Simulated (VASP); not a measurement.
# XPS shifts in HfW9, part 3 of 4

Which atoms of HfW9 bind their core electrons more tightly, and does the hole change the order?

VASP 6.6.1, plane waves and PAW; the level of theory is named at each step.

So far. Step 2 (Relaxation): The forces on the free atoms are under 0.05 eV/Å.

## Step 4: Core hole, atom W5

This step: final-state core hole with the electron kept at the Fermi level, PBEsol; plane waves and PAW (W, Hf_sv_GW, W) (VASP 6.6.1).

System of this step: HfW9. The cell holds 20 atoms: 18 W and 2 Hf. Its edges and angles: a = 6.340 Å, b = 5.491 Å, c = 22.966 Å, α = 90.0°, β = 90.0°, γ = 54.7°. It derives from W. Hf replaces host atoms (quarter in the top layer, both faces). Vacuum lies along c.

A core electron of W5 (4f) is moved to the Fermi level; this atom comes first in POSCAR as a species of its own.

INCAR

```
SYSTEM = HfW9
PREC = Normal
ENCUT = 330
EDIFF = 1E-05
NELM = 120
ISMEAR = 0
SIGMA = 0.1
LREAL = Auto
ALGO = Fast
GGA = PS
NBANDS = 86
LASPH = .TRUE.
LWAVE = .FALSE.
LCHARG = .FALSE.
KPAR = 2
NCORE = 4
ICORELEVEL = 2
CLNT = 1
CLN = 4
CLL = 3
CLZ = 1
ISIF = 0
```

POSCAR

```
HfW9
1.0
    6.3400000000      0.0000000000      0.0000000000
    3.1700000000      4.4830569927      0.0000000000
    0.0000000000      0.0000000000     22.9661139854
W Hf W
1 2 17
Direct
    0.5000000000      0.5000000000      0.6881205560
    0.0000000000      0.0000000000      0.7024276770
    0.0000000000      0.0000000000      0.2975723230
    0.5000000000      0.0000000000      0.6874191750
    0.0000000000      0.5000000000      0.6881205560
    0.7544174564      0.4911650871      0.5969582290
    0.2455825436      0.5088349129      0.5969582290
    0.7489008457      0.0000000000      0.5953683832
    0.2510991543      0.0000000000      0.5953683832
    0.0000000000      0.0000000000      0.5000000000
    0.5000000000      0.0000000000      0.5000000000
    0.0000000000      0.5000000000      0.5000000000
    0.5000000000      0.5000000000      0.5000000000
    0.7544174564      0.4911650871      0.4030417710
    0.2455825436      0.5088349129      0.4030417710
    0.7489008457      0.0000000000      0.4046316168
    0.2510991543      0.0000000000      0.4046316168
    0.5000000000      0.0000000000      0.3125808250
    0.0000000000      0.5000000000      0.3118794440
    0.5000000000      0.5000000000      0.3118794440
```

KPOINTS

```
Automatic mesh
0
Gamma
5 5 1
0 0 0
```

The projector-augmented-wave data sets are W, Hf_sv_GW and W (PBE family, release 64).

Started as:

```console
$ mpirun -np 8 vasp_std
```

The program printed:

```text
[banner, memory and clock lines left out]
running    8 mpi-ranks, on    1 nodes
 distrk:  each k-point on    4 cores,    2 groups
 distr:  one band on    4 cores,    1 groups

 POSCAR found type information on POSCAR W HfW
 POSCAR found :  3 types and      20 ions
 [... a notice as in an earlier step ...]

 LDA part: xc-table for (Slater+PW92), standard interpolation
 POSCAR, INCAR and KPOINTS ok, starting setup
 FFT: planning ... GRIDC
 FFT: planning ... GRID_SOFT
 FFT: planning ... GRID
 WAVECAR not read
 entering main loop
       N       E                     dE             d eps       ncg     rms          rms(c)
DAV:   1     0.639434052900E+03    0.63943E+03   -0.45015E+04  2428   0.902E+02
DAV:   2    -0.235224831462E+03   -0.87466E+03   -0.83882E+03  2866   0.276E+02
DAV:   3    -0.320444545405E+03   -0.85220E+02   -0.82576E+02  2920   0.847E+01
DAV:   4    -0.324982047057E+03   -0.45375E+01   -0.44796E+01  3432   0.177E+01
DAV:   5    -0.325135295914E+03   -0.15325E+00   -0.15212E+00  3312   0.326E+00    0.211E+02
RMM:   6    -0.352170383745E+03   -0.27035E+02   -0.71354E+01  3013   0.170E+01    0.138E+02
RMM:   7    -0.979643573791E+03   -0.62747E+03   -0.91154E+02  4264   0.942E+01    0.110E+02
RMM:   8    -0.653981292999E+03    0.32566E+03   -0.30817E+02  4061   0.484E+01    0.724E+01
RMM:   9    -0.514478773358E+03    0.13950E+03   -0.15111E+02  3954   0.254E+01    0.781E+01
RMM:  10    -0.449589933860E+03    0.64889E+02   -0.71540E+01  4003   0.137E+01    0.803E+01
RMM:  11    -0.599090984598E+03   -0.14950E+03   -0.19759E+02  4141   0.247E+01    0.144E+02
RMM:  12    -0.375402304927E+03    0.22369E+03   -0.30207E+02  4054   0.303E+01    0.525E+01
RMM:  13    -0.304414902686E+03    0.70987E+02   -0.73195E+01  3711   0.163E+01    0.408E+01
RMM:  14    -0.309021858319E+03   -0.46070E+01   -0.41463E+01  4000   0.997E+00    0.315E+01
RMM:  15    -0.312723112097E+03   -0.37013E+01   -0.10383E+01  3941   0.514E+00    0.353E+01
RMM:  16    -0.299392756080E+03    0.13330E+02   -0.71371E+00  3585   0.415E+00    0.171E+01
RMM:  17    -0.297978918720E+03    0.14138E+01   -0.82924E+00  3564   0.464E+00    0.149E+01
RMM:  18    -0.300779028376E+03   -0.28001E+01   -0.78666E+00  3883   0.424E+00    0.315E+01
RMM:  19    -0.298677936871E+03    0.21011E+01   -0.86101E-01  3417   0.207E+00    0.257E+01
RMM:  20    -0.297803913992E+03    0.87402E+00   -0.30038E-01  3424   0.101E+00    0.219E+01
RMM:  21    -0.297232039612E+03    0.57187E+00   -0.31711E-01  3459   0.110E+00    0.166E+01
RMM:  22    -0.297473723279E+03   -0.24168E+00   -0.40849E-01  3573   0.115E+00    0.147E+01
RMM:  23    -0.296633501333E+03    0.84022E+00   -0.33418E-01  3660   0.990E-01    0.707E+00
RMM:  24    -0.296457365346E+03    0.17614E+00   -0.25096E-01  3892   0.745E-01    0.216E+00
RMM:  25    -0.296427461611E+03    0.29904E-01   -0.58027E-02  3958   0.416E-01    0.156E+00
RMM:  26    -0.296419786806E+03    0.76748E-02   -0.50471E-02  3889   0.315E-01    0.189E+00
RMM:  27    -0.296407286098E+03    0.12501E-01   -0.20877E-02  3590   0.261E-01    0.154E+00
RMM:  28    -0.296580222254E+03   -0.17294E+00   -0.27687E-01  4258   0.907E-01    0.693E+00
RMM:  29    -0.296569387439E+03    0.10835E-01   -0.55262E-02  3904   0.446E-01    0.661E+00
RMM:  30    -0.296376358809E+03    0.19303E+00   -0.10662E-01  4217   0.586E-01    0.910E-01
[...]
RMM:  36    -0.296374536790E+03    0.13795E-01   -0.33672E-03  3607   0.115E-01    0.694E-01
RMM:  37    -0.296371818482E+03    0.27183E-02   -0.49523E-03  3931   0.114E-01    0.297E-01
RMM:  38    -0.296370749148E+03    0.10693E-02   -0.28328E-03  3808   0.848E-02    0.137E-01
RMM:  39    -0.296370593969E+03    0.15518E-03   -0.13154E-03  3780   0.552E-02    0.278E-01
RMM:  40    -0.296370672629E+03   -0.78660E-04   -0.24283E-04  3343   0.294E-02    0.258E-01
RMM:  41    -0.296370638811E+03    0.33818E-04   -0.15343E-04  3178   0.239E-02    0.118E-01
RMM:  42    -0.296370739467E+03   -0.10066E-03   -0.38010E-04  3726   0.321E-02    0.209E-01
RMM:  43    -0.296370653161E+03    0.86306E-04   -0.16261E-04  3288   0.227E-02    0.627E-02
RMM:  44    -0.296370724573E+03   -0.71412E-04   -0.14271E-04  3072   0.182E-02    0.875E-02
RMM:  45    -0.296370714226E+03    0.10348E-04   -0.29054E-05  2030   0.114E-02    0.270E-02
RMM:  46    -0.296370795522E+03   -0.81297E-04   -0.33354E-05  2050   0.115E-02    0.105E-01
RMM:  47    -0.296370788323E+03    0.71992E-05   -0.14163E-05  1852   0.905E-03
   1 F= -.29637079E+03 E0= -.29633314E+03  d E =-.752972E-01
```

It took 3.9 min on 8 MPI ranks of AMD EPYC 7R43, shared host; peak memory 1.4 GiB; 31 min of CPU time.

From OUTCAR (step 4):

```text
 Subroutine GETGRP returns: Found  2 space group operations
 (whereof  2 operations were pure point group operations)

The static configuration has the point symmetry C_2 .

 Found     13 irreducible k-points:

   k-points           NKPTS =     13   k-points in BZ     NKDIM =     13   number of bands    NBANDS=     86

   NELECT =     133.0000    total number of electrons

 the core state eigenenergies are
   1-  1s -69490.5605  2s -12011.5504  2p -10505.1037  3s  -2783.7066  3p  -2337.7592
       3d  -1825.9563  4s   -584.4791  4p   -437.2087  4d   -250.9506  4f    -43.5292
       5s    -77.8457  5p    -40.1059
   2-  1s -65254.1151  2s -11152.5295  2p  -9789.7593  3s  -2535.8104  3p  -2128.8856
       3d  -1647.9658  4s   -505.3117  4p   -371.8601  4d   -199.5744  4f     -9.9418

   3-  1s -65253.9289  2s -11152.3360  2p  -9789.5661  3s  -2535.6200  3p  -2128.6951
       3d  -1647.7745  4s   -505.1249  4p   -371.6735  4d   -199.3879  4f     -9.7599

   4-  1s -69461.2450  2s -11982.0203  2p -10475.6146  3s  -2754.7180  3p  -2308.8301
       3d  -1796.7913  4s   -563.1646  4p   -416.9448  4d   -231.8174  4f    -26.6909
       5s    -72.2712  5p    -36.4280
   5-  1s -69460.6465  2s -11981.4223  2p -10475.0154  3s  -2754.1521  3p  -2308.2644
       3d  -1796.2203  4s   -562.6472  4p   -416.4324  4d   -231.3103  4f    -26.2035
       5s    -71.8804  5p    -36.0982
   6-  1s -69461.1562  2s -11981.9713  2p -10475.5620  3s  -2754.6971  3p  -2308.8091
       3d  -1796.7682  4s   -563.1851  4p   -416.9698  4d   -231.8484  4f    -26.7400
       5s    -72.4028  5p    -36.6046
   7-  1s -69461.1562  2s -11981.9713  2p -10475.5620  3s  -2754.6971  3p  -2308.8091
       3d  -1796.7682  4s   -563.1851  4p   -416.9698  4d   -231.8484  4f    -26.7400
       5s    -72.4028  5p    -36.6046
   8-  1s -69461.0693  2s -11981.8793  2p -10475.4702  3s  -2754.6076  3p  -2308.7196
       3d  -1796.6780  4s   -563.0992  4p   -416.8843  4d   -231.7631  4f    -26.6560
       5s    -72.3260  5p    -36.5331
   9-  1s -69461.0693  2s -11981.8793  2p -10475.4702  3s  -2754.6076  3p  -2308.7196
       3d  -1796.6780  4s   -563.0992  4p   -416.8843  4d   -231.7631  4f    -26.6560
       5s    -72.3260  5p    -36.5331
  10-  1s -69461.0702  2s -11981.8811  2p -10475.4719  3s  -2754.6104  3p  -2308.7224
       3d  -1796.6807  4s   -563.1036  4p   -416.8888  4d   -231.7678  4f    -26.6614
       5s    -72.3350  5p    -36.5451
  11-  1s -69461.0598  2s -11981.8720  2p -10475.4627  3s  -2754.6015  3p  -2308.7135
       3d  -1796.6718  4s   -563.0948  4p   -416.8801  4d   -231.7591  4f    -26.6529
       5s    -72.3268  5p    -36.5368
  12-  1s -69461.1105  2s -11981.9193  2p -10475.5104  3s  -2754.6449  3p  -2308.7569
       3d  -1796.7157  4s   -563.1322  4p   -416.9168  4d   -231.7951  4f    -26.6862
       5s    -72.3477  5p    -36.5498
  13-  1s -69461.1504  2s -11981.9589  2p -10475.5500  3s  -2754.6826  3p  -2308.7946
       3d  -1796.7537  4s   -563.1671  4p   -416.9515  4d   -231.8294  4f    -26.7194
       5s    -72.3755  5p    -36.5743
  14-  1s -69460.9840  2s -11981.8019  2p -10475.3921  3s  -2754.5370  3p  -2308.6490
       3d  -1796.6067  4s   -563.0391  4p   -416.8253  4d   -231.7056  4f    -26.6029
       5s    -72.2935  5p    -36.5120
  15-  1s -69460.9840  2s -11981.8019  2p -10475.3921  3s  -2754.5370  3p  -2308.6490
       3d  -1796.6067  4s   -563.0391  4p   -416.8253  4d   -231.7056  4f    -26.6029
       5s    -72.2935  5p    -36.5120
  16-  1s -69461.0528  2s -11981.8643  2p -10475.4551  3s  -2754.5928  3p  -2308.7048
       3d  -1796.6633  4s   -563.0848  4p   -416.8699  4d   -231.7488  4f    -26.6418
       5s    -72.3122  5p    -36.5188
  17-  1s -69461.0528  2s -11981.8643  2p -10475.4551  3s  -2754.5928  3p  -2308.7048
[...]
3d  -1796.2749  4s   -562.7015  4p   -416.4867  4d   -231.3646  4f    -26.2577
       5s    -71.9339  5p    -36.1506

 E-fermi :   1.6580

 k-point     1 :       0.0000    0.0000    0.0000
  band No.  band energies     occupation
    ...
     58       0.8467      2.00000
     59       1.0121      2.00000
     60       1.3808      1.99991
     61       1.5409      1.90215
     62       1.5846      1.70035
     63       1.8866      0.00123
     64       2.3047      0.00000
     65       2.3140      0.00000
     66       2.3830      0.00000
     67       2.4089      0.00000
    ...

 k-point     2 :       0.2000    0.0000    0.0000
  band No.  band energies     occupation
    ...
     59       0.9433      2.00000
     60       1.0217      2.00000
     61       1.1891      2.00000
     62       1.4041      1.99967
     63       1.5411      1.90158
     64       1.7466      0.21040
     65       1.8238      0.01900
     66       1.9571      0.00002
     67       1.9786      0.00001
     68       2.1242      0.00000
    ...

 POSITION                                       TOTAL-FORCE (eV/Angst)
 -----------------------------------------------------------------------------------
      4.75500      2.24153     15.80346         0.000000      0.000000     -1.137964
      0.00000      0.00000     16.13203         0.000000      0.000000      0.080296
      0.00000      0.00000      6.83408         0.000000      0.000000      0.200158
      3.17000      0.00000     15.78735         0.000000      0.000000      0.139015
      1.58500      2.24153     15.80346         0.000000      0.000000     -0.193143
      6.34000      2.20192     13.70981        -0.057972      0.154772      0.500288
      3.17000      2.28114     13.70981         0.057972     -0.154772      0.500288
      4.74803      0.00000     13.67330        -0.001714     -0.049746      0.033051
      1.59197      0.00000     13.67330         0.001714      0.049746      0.033051
      0.00000      0.00000     11.48306         0.000000      0.000000      0.031459
      3.17000      0.00000     11.48306         0.000000      0.000000      0.064394
      1.58500      2.24153     11.48306         0.000000      0.000000     -0.028038
      4.75500      2.24153     11.48306         0.000000      0.000000      0.071485
      6.34000      2.20192      9.25630        -0.007559      0.161538      0.053274
      3.17000      2.28114      9.25630         0.007559     -0.161538      0.053274
      4.74803      0.00000      9.29282        -0.001637      0.010474     -0.112783
      1.59197      0.00000      9.29282         0.001637     -0.010474     -0.112783
      3.17000      0.00000      7.17877         0.000000      0.000000     -0.128027
      1.58500      2.24153      7.16266         0.000000      0.000000     -0.020425
      4.75500      2.24153      7.16266         0.000000      0.000000     -0.026869
 -----------------------------------------------------------------------------------
    total drift:                               -0.000000      0.000000      0.024042

  FREE ENERGIE OF THE ION-ELECTRON SYSTEM (eV)
  ---------------------------------------------------
  free  energy   TOTEN  =      -296.3707883229 eV

  energy  without entropy=     -296.2954910879  energy(sigma->0) =     -296.33313971

[... 4 parts as in an earlier step ...]

[... 6 further parts left out ...]
```

This run has no spin polarisation. The data set W keeps the semicore shell frozen, which is cheaper and a little less accurate.

Numbers from this step:

```yaml
free_energy_toten: -296.3708 eV
energy_at_zero_smearing: -296.3331 eV
fermi_energy: 1.658 eV
```

This is the reference for holes on W.

(Continued in part 4 of 4.)

[Lines on the potential files, build, host, timing and source positions are cut from VASP's logs without a mark.]

[Logs are printed without paths, hosts, clocks, repeated set-up lines and the standing remarks that a program may print on its own settings, such as how far it seeks lower states.]

[Hosts, paths, dates, database ids (printed as entryN), source tags and the programs' standing remarks are cut or masked in the printed files.]
